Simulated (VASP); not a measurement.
Output of a VASP run:

**OSZICAR**
```
       N       E                     dE             d eps       ncg     rms          rms(c)
DAV:   1     0.928243559189E+02    0.92824E+02   -0.12271E+04  3880   0.219E+03
DAV:   2     0.344338525795E+00   -0.92480E+02   -0.91408E+02  3856   0.290E+02
DAV:   3    -0.233294766583E+01   -0.26773E+01   -0.26733E+01  4824   0.607E+01
DAV:   4    -0.234092628543E+01   -0.79786E-02   -0.79783E-02  4552   0.343E+00
DAV:   5    -0.234093904800E+01   -0.12763E-04   -0.12763E-04  4720   0.112E-01    0.336E+00
DAV:   6    -0.218000074207E+01    0.16094E+00   -0.83636E-01  4000   0.196E+01    0.265E+00
DAV:   7    -0.217375537548E+01    0.62454E-02   -0.24348E-02  4744   0.281E+00    0.139E+00
DAV:   8    -0.217045687315E+01    0.32985E-02   -0.18589E-03  4848   0.693E-01    0.461E-02
DAV:   9    -0.217047644612E+01   -0.19573E-04   -0.23124E-04  5392   0.215E-01    0.339E-02
DAV:  10    -0.217048039511E+01   -0.39490E-05   -0.19455E-05  4184   0.576E-02    0.274E-03
DAV:  11    -0.217048021559E+01    0.17952E-06   -0.16219E-07  3872   0.658E-03    0.155E-03
DAV:  12    -0.217047991121E+01    0.30438E-06   -0.30514E-08  2296   0.241E-03    0.621E-05
DAV:  13    -0.217047992119E+01   -0.99876E-08   -0.58086E-09  2176   0.855E-04
   1 F= -.21704799E+01 E0= -.21703839E+01  d E =-.217048E+01
```

**OUTCAR**
```
------------------------ aborting loop because EDIFF is reached ----------------------------------------
  FORCE on cell =-STRESS in cart. coord.  units (eV):
  Direction    XX          YY          ZZ          XY          YZ          ZX
  --------------------------------------------------------------------------------------
  Total       -1.0464674     -1.0464678     -0.8639595      0.0000000     -0.0000000      0.0000000
  in kB      -51.1570488    -51.1570679    -42.2350666      0.0000000     -0.0000000      0.0000000
  external PRESSURE =     -48.1830611 kB  Pullay stress =       0.0000000 kB
  volume of cell :       32.77
      direct lattice vectors                 reciprocal lattice vectors
     1.375723316 -2.382823125  0.000000000     0.363445174 -0.209835130  0.000000000
     1.375723316  2.382823125  0.000000000     0.363445174  0.209835130  0.000000000
     0.000000000  0.000000000  4.998939797     0.000000000  0.000000000  0.200042417
 POSITION                                       TOTAL-FORCE (eV/Angst)
 -----------------------------------------------------------------------------------
      1.37572      0.79428      1.24973        -0.000000      0.000000      0.000000
      1.37572     -0.79428      3.74920         0.000000     -0.000000      0.000000
 -----------------------------------------------------------------------------------
    total drift:                                0.000000      0.000086      0.000003
  FREE ENERGIE OF THE ION-ELECTRON SYSTEM (eV)
  ---------------------------------------------------
  free  energy   TOTEN  =        -2.1704799212 eV

  energy  without entropy=       -2.1701919225  energy(sigma->0) =       -2.17038392

 reached required accuracy - stopping structural energy minimisation
```
(Selected blocks of OUTCAR.)

File POSCAR:
```
Zn
1
    1.3757233162    -2.3828231250     0.0000000000
    1.3757233162     2.3828231250     0.0000000000
    0.0000000000     0.0000000000     4.9989397972
Zn
2
Direct
  0.3333330000   0.6666670000   0.2500000000
  0.6666670000   0.3333330000   0.7500000000
```

Write an INCAR and KPOINTS that could have produced this output.

This is not unique; one that fits is the input of the run itself, PBE GGA, plane waves, VASP's PBE PAW potentials (set 64).

### KPOINTS
```
Automatic mesh
0
Gamma
14 14 8
0 0 0
```

**INCAR**
```
# general
SYSTEM  = Zn
PREC    = Accurate
ENCUT   = 480
LREAL   = .FALSE.   # projection in real space or not
LASPH   = .TRUE.

# electronic loop
EDIFF   = 1E-7   # SCF stop (eV)
NELM    = 100
ALGO    = Normal
LMAXMIX = 4

# smearing
ISMEAR  = 1   # Methfessel-Paxton
SIGMA   = 0.1

# functional
GGA     = PE   # PBE

# ions
IBRION  = 2   # conjugate gradients
NSW     = 30
ISIF    = 2   # forces and stress, cell fixed
EDIFFG  = -0.01   # ionic stop

# output
LWAVE   = .FALSE.
LCHARG  = .FALSE.
```

POTCAR, in this order: Zn (PBE.64 set). Program: vasp_std.

The compound is Zn in the hcp structure. This cell was strained or had an atom moved on purpose.
